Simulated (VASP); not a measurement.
# Ga3BiO4 (P6/mmm) in VASP: relaxation of cell and atoms with PBE

Aim: the relaxation of cell and atoms of Ga3BiO4 with PBE.

All numbers are computed with VASP 6.6.1; they aren't measurements. Logs are shortened: lines on timing, memory, paths and dates and some standing lists are left out, and cuts for length are marked.

**1. The structure**

Symmetry: P6/mmm, No. 191, hexagonal system. Conventional cell: a = 4.672 Å, b = 4.672 Å, c = 7.678 Å, α = 90.00°, β = 90.00°, γ = 120.00°. Ga (site symmetry -6m2) has 6 Ga at 2.70 Å as nearest neighbours. Ga (site symmetry 6/mmm) has 2 O at 1.99 Å as nearest neighbours. Bi (site symmetry 6/mmm) is surrounded by 2 O at 1.85 Å. Around O (site symmetry 6mm) lie 1 Bi at 1.85 Å and 1 Ga at 1.99 Å. O (site symmetry -6m2) has 3 O at 2.70 Å and 3 Bi at 2.70 Å as nearest neighbours.

The cell was built by a generator and needn't be a form met in nature.

**2. Relaxation of cell and atoms, PBE**

Input file INCAR:

```
SYSTEM = Ga3BiO4
PREC = Normal
ENCUT = 520
EDIFF = 1E-4
ISMEAR = 0
SIGMA = 0.15
LREAL = .False.
LASPH = .True.
NELM = 60
ALGO = Fast
ISIF = 3
LWAVE = .False.
LCHARG = .False.
GGA = PE
IBRION = 2
NSW = 24
EDIFFG = -0.08
```

Input file KPOINTS:

```
regular mesh
0
Gamma
  4 4 2
  0 0 0
```

Input file POSCAR:

```
Ga3BiO4
1.0
    4.6718819200      0.0000000000      0.0000000000
   -2.3359409600      4.0459684200      0.0000000000
    0.0000000000      0.0000000000      7.6778870100
Ga Bi O
3 1 4
Direct
    0.3333333300      0.6666666700      0.0000000000
    0.6666666700      0.3333333300      0.0000000000
    0.0000000000      0.0000000000      0.0000000000
    0.0000000000      0.0000000000      0.5000000000
    0.0000000000      0.0000000000      0.2595383600
    0.0000000000      0.0000000000      0.7404616400
    0.3333333300      0.6666666700      0.5000000000
    0.6666666700      0.3333333300      0.5000000000
```

Potentials or basis: VASP PAW PBE potentials, release 64 (Ga_d, Bi_d, O).

Started as:

```sh
$ cat potpaw_PBE.64/Ga_d/POTCAR potpaw_PBE.64/Bi_d/POTCAR potpaw_PBE.64/O/POTCAR > POTCAR
$ mpirun -np 1 vasp_std > vasp.out
```

OUTCAR:

```text
SYSTEM = Ga3BiO4
   PREC = Normal
   ENCUT = 520
   EDIFF = 1E-4
   ISMEAR = 0
   LREAL = .False.
   LASPH = .True.
   NELM = 60
   ISIF = 3
   GGA = PE
   IBRION = 2
   NSW = 24
   EDIFFG = -0.08

 ion  position               nearest neighbor table
   1  0.333  0.667  0.000-   2 2.70   3 2.70   2 2.70   3 2.70   3 2.70   2 2.70
   2  0.667  0.333  0.000-   1 2.70   3 2.70   1 2.70   3 2.70   3 2.70   1 2.70
   3  0.000  0.000  0.000-   5 1.99   6 1.99   1 2.70   2 2.70   1 2.70   2 2.70   2 2.70   1 2.70

   4  0.000  0.000  0.500-   5 1.85   6 1.85   7 2.70   8 2.70   7 2.70   8 2.70   8 2.70   7 2.70

   5  0.000  0.000  0.260-   4 1.85   3 1.99
   6  0.000  0.000  0.740-   4 1.85   3 1.99
   7  0.333  0.667  0.500-   4 2.70   4 2.70   4 2.70
   8  0.667  0.333  0.500-   4 2.70   4 2.70   4 2.70

  LATTYP: Found a hexagonal cell.
 ALAT       =     4.6718819200
 C/A-ratio  =     1.6434248856

  Lattice vectors:

 A1 = (   4.6718819200,   0.0000000000,   0.0000000000)
 A2 = (  -2.3359409600,   4.0459684200,   0.0000000000)
 A3 = (   0.0000000000,   0.0000000000,   7.6778870100)

Analysis of symmetry for initial positions (statically):
=====================================================================
 Subroutine PRICEL returns:
 Original cell was already a primitive cell.

 Routine SETGRP: Setting up the symmetry group for a
 hexagonal supercell.

 Subroutine GETGRP returns: Found 24 space group operations
 (whereof 24 operations were pure point group operations)
 out of a pool of 24 trial point group operations.

The static configuration has the point symmetry D_6h.

Analysis of symmetry for dynamics (positions and initial velocities):
=====================================================================
 Subroutine PRICEL returns:
 Original cell was already a primitive cell.

 Routine SETGRP: Setting up the symmetry group for a
 hexagonal supercell.

 Subroutine GETGRP returns: Found 24 space group operations
 (whereof 24 operations were pure point group operations)
 out of a pool of 24 trial point group operations.

The dynamic configuration has the point symmetry D_6h.

 Subroutine INISYM returns: Found 24 space group operations
 (whereof 24 operations are pure point group operations),
 and found     1 'primitive' translations

----------------------------------------------------------------------------------------

                                     Primitive cell

  volume of cell :     145.1296

  direct lattice vectors                    reciprocal lattice vectors
     4.671881920  0.000000000  0.000000000     0.214046506  0.123579808  0.000000000
    -2.335940960  4.045968420  0.000000000     0.000000000  0.247159616  0.000000000
     0.000000000  0.000000000  7.677887010     0.000000000  0.000000000  0.130244167

  length of vectors
     4.671881920  4.671881915  7.677887010     0.247159615  0.247159616  0.130244167

  position of ions in fractional coordinates (direct lattice)
     0.333333330  0.666666670  0.000000000
     0.666666670  0.333333330  0.000000000
     0.000000000  0.000000000  0.000000000
     0.000000000  0.000000000  0.500000000
     0.000000000  0.000000000  0.259538360
     0.000000000  0.000000000  0.740461640
     0.333333330  0.666666670  0.500000000
     0.666666670  0.333333330  0.500000000

  ion indices of the primitive-cell ions
   primitive index   ion index
                 1           1
                 2           2
                 3           3
                 4           4
                 5           5
                 6           6
                 7           7
                 8           8

----------------------------------------------------------------------------------------

 KPOINTS: regular mesh

Automatic generation of k-mesh.
 Grid dimensions read from file:
 generate k-points for:    4    4    2

 Generating k-lattice:

  Cartesian coordinates                     Fractional coordinates (reciprocal lattice)
     0.053511626  0.030894952  0.000000000     0.250000000 -0.000000000  0.000000000
     0.000000000  0.061789904  0.000000000     0.000000000  0.250000000  0.000000000
     0.000000000  0.000000000  0.065122084     0.000000000  0.000000000  0.500000000

  Length of vectors
     0.061789904  0.061789904  0.065122084

  Shift w.r.t. Gamma in fractional coordinates (k-lattice)
     0.000000000  0.000000000  0.000000000

 Subroutine IBZKPT returns following result:
 ===========================================

 Found      8 irreducible k-points:

 Following reciprocal coordinates:
            Coordinates               Weight
  0.000000  0.000000  0.000000      1.000000
  0.250000  0.000000  0.000000      6.000000
  0.500000  0.000000  0.000000      3.000000
  0.250000  0.250000  0.000000      6.000000
  0.000000  0.000000  0.500000      1.000000
  0.250000  0.000000  0.500000      6.000000
  0.500000  0.000000  0.500000      3.000000
  0.250000  0.250000  0.500000      6.000000
   k-points           NKPTS =      8   k-points in BZ     NKDIM =      8   number of bands    NBANDS=     46
   number of dos      NEDOS =    301   number of ions     NIONS =      8
   total plane-waves  NPLWV =  37632
   dimension x,y,z NGX =    28 NGY =   28 NGZ =   48
   dimension x,y,z NGXF=    56 NGYF=   56 NGZF=   96
   ions per type =               3   1   4
   NGX,Y,Z   is equivalent  to a cutoff of   9.96,  9.96, 10.39 a.u.
   NGXF,Y,Z  is equivalent  to a cutoff of  19.93, 19.93, 20.79 a.u.
 SYSTEM =  Ga3BiO4
   PREC   = normal    normal or accurate (medium, high low for compatibility)
   ISTART =      0    job   : 0-new  1-cont  2-samecut
   ICHARG =      2    charge: 1-file 2-atom 10-const
   ISPIN  =      1    spin polarized calculation?
   LNONCOLLINEAR =      F non collinear calculations
   LSORBIT =      F    spin-orbit coupling
   LASPH  =      T    aspherical Exc in radial PAW
   ENCUT  =  520.0 eV  38.22 Ry    6.18 a.u.   8.69  8.69 14.28*2*pi/ulx,y,z
   NELM   =     60;   NELMIN=  2; NELMDL= -5     # of ELM steps
   EDIFF  = 0.1E-03   stopping-criterion for ELM
   LREAL  =      F    real-space projection
   EDIFFG = -.8E-01   stopping-criterion for IOM
   NSW    =     24    number of steps for IOM
   IBRION =      2    ionic relax: 0-MD 1-quasi-New 2-CG
   NFREE  =      1    steps in history (QN), initial steepest desc. (CG)
   ISIF   =      3    stress and relaxation
   ISYM   =      2    0-nonsym 1-usesym 2-fastsym
   POTIM  = 0.5000    time-step for ionic-motion
   TEBEG  =    0.0;   TEEND  =   0.0 temperature during run
   PSTRESS=    0.0 pullay stress
   NELECT =      78.0000    total number of electrons
   NUPDOWN=      -1.0000    fix difference up-down
   EMIN   =  10.00;   EMAX   =-10.00  energy-range for DOS
   EFERMI =   0.00;   METHOD = LEGACY
   ISMEAR =     0;   SIGMA  =   0.15  broadening in eV -4-tet -1-fermi 0-gaus
   EFERMI_NEDOS =   21; number of points for ismear=-14 and -15
   IALGO  =     68    algorithm
   IMIX   =      4    mixing-type and parameters
     AMIX     =   0.40;   BMIX     =  1.00
     AMIX_MAG =   1.60;   BMIX_MAG =  1.00
  volume/ion in A,a.u.               =      18.14       122.42
  Fermi-wavevector in a.u.,A,eV,Ry     =   1.331029  2.515281 24.104619  1.771640
  Thomas-Fermi vector in A             =   2.460072
   LORBIT       =      0    0 simple, 1 ext, 2 COOP (PROOUT), +10 PAW based schemes
   GGA     = PE    functional components
   LHFCALC =     F    Hartree Fock is set to
   AEXX    =    0.0000 exact exchange contribution
   IVDW    =     0    specifies the selected vdW correction
   LEPSILON=     F    determine dielectric tensor
   LRPA    =     F    only Hartree local field effects (RPA)
 conjugate gradient relaxation of ions
 non-spin polarized calculation
 RMM-DIIS sequential band-by-band and
 Gauss-broadening in eV      SIGMA  =   0.15
  energy-cutoff  :      520.00
  volume of cell :      145.13
 maximum number of plane-waves:      3912
   NGX = 17   NGY = 17   NGZ = 29

--------------------------------------- Ionic step        1  -------------------------------------------

 number of electron      77.9999968 magnetization

 Free energy of the ion-electron system (eV)
  ---------------------------------------------------
  ext. energy  EPLUGINS =         0.00000000
  ---------------------------------------------------
  free energy    TOTEN  =       -31.23382682 eV

  energy without entropy =      -31.16346750  energy(sigma->0) =      -31.19864716

------------------------ aborting loop because EDIFF is reached ----------------------------------------

  FORCE on cell =-STRESS in cart. coord.  units (eV):
  Direction    XX          YY          ZZ          XY          YZ          ZX
  --------------------------------------------------------------------------------------
  -------------------------------------------------------------------------------------
  Total       -4.9853422     -4.9853422     15.8435398      0.0000000      0.0000000     -0.0000000
  in kB      -55.0363339    -55.0363338    174.9068178      0.0000000      0.0000000     -0.0000000
  external PRESSURE =      21.6113834 kB  Pullay stress =       0.0000000 kB
[... 321 lines left out ...]
  energy  without entropy=      -33.0291804727  energy(sigma->0) =      -33.07724296

--------------------------------------- Ionic step        9  -------------------------------------------

 number of electron      78.0000046 magnetization

 Free energy of the ion-electron system (eV)
  ---------------------------------------------------
  ext. energy  EPLUGINS =         0.00000000
  ---------------------------------------------------
  free energy    TOTEN  =       -33.12970488 eV

  energy without entropy =      -33.02353401  energy(sigma->0) =      -33.07661945

 E-fermi :   2.8841     XC(G=0):  -9.6853

 val. band max:        2.8802702737   @ k =   0.0000   0.0000   0.0000
 cond. band min:       2.9290256995   @ k =   0.2500   0.2500   0.5000
 fundamental gap:      0.0487554259
 Fermi energy:         2.8840888365

 k-point     1 :       0.0000    0.0000    0.0000
  band No.  band energies     occupation
      1     -19.4776      2.00000
      2     -19.2606      2.00000
      3     -19.2606      2.00000
      4     -19.2603      2.00000
      5     -19.2603      2.00000
      6     -15.2827      2.00000
[... 416 lines left out ...]
  FREE ENERGIE OF THE ION-ELECTRON SYSTEM (eV)
  ---------------------------------------------------
  free  energy   TOTEN  =       -33.1297048794 eV

  energy  without entropy=      -33.0235340112  energy(sigma->0) =      -33.07661945

 reached required accuracy - stopping structural energy minimisation
```

Run time: 2.2 min. Hardware: 1 thread of Intel Xeon 6975P-C (Granite Rapids), shared host; peak memory 0.22 GiB.

What came out:

```
Free energy                            : -33.1297 eV
Relaxed volume                         : 17.34 Å³/atom
Relaxed cell                           : a = 4.469 Å, b = 4.469 Å, c = 8.024 Å, α = 90.00°, β = 90.00°, γ = 120.00°
Space group after relaxing (to 0.05 Å) : P6/mmm (No. 191)
Energy gained by relaxing              : 237.0 meV/atom
Ionic steps                            : 9
Pressure after relaxing                : 0.1 GPa
Largest force after relaxing           : 0.020 eV/Å
Band gap on the k mesh                 : none (metal or under the smearing width)
```

Forces in eV/Å, atoms in the order of the input:
```
Ga   0.000  0.000  0.000
Ga   0.000  0.000  0.000
Ga   0.000  0.000  0.000
Bi   0.000  0.000  0.000
O    0.000  0.000 -0.020
O    0.000  0.000  0.020
O    0.000  0.000  0.000
O    0.000  0.000  0.000
```

Stress tensor (GPa, compression positive):
```
0.01 0.00 0.00
0.00 0.01 0.00
0.00 0.00 0.15
```

Step by step:
```
step  energy change (eV)  largest force (eV/Å)  pressure (GPa)  volume (Å³)
   1              0.0000                5.6517            2.16       145.13
   2             -1.6346                1.0172           -4.66       149.58
   3             -1.6357                1.2498           -4.67       149.05
   4             -1.8371                1.2155            1.67       138.51
   5             -1.8839                0.2171           -0.75       141.37
   6             -1.8839                0.2709           -0.41       141.22
   7             -1.8915                0.1491           -0.50       140.20
   8             -1.8915                0.2391            0.21       137.24
   9             -1.8959                0.0202            0.05       138.76
```

Final structure:
```
Ga Bi O
1.0
     4.46852    0.00000    0.00000
    -2.23426    3.86985    0.00000
     0.00000    0.00000    8.02407
Ga Bi O
3 1 4
Direct
  0.33333 0.66667 0.00000
  0.66667 0.33333 0.00000
  0.00000 0.00000 0.00000
  0.00000 0.00000 0.50000
  0.00000 0.00000 0.22377
  0.00000 0.00000 0.77623
  0.33333 0.66667 0.50000
  0.66667 0.33333 0.50000
```

Caveat: the k mesh is coarse (spacing up to 0.41 Å⁻¹), so the values aren't converged; spin-orbit coupling is left out, which moves the levels of the heavy elements; the relaxation stopped at a loose force limit of 0.08 eV/Å, so its end isn't a converged minimum.
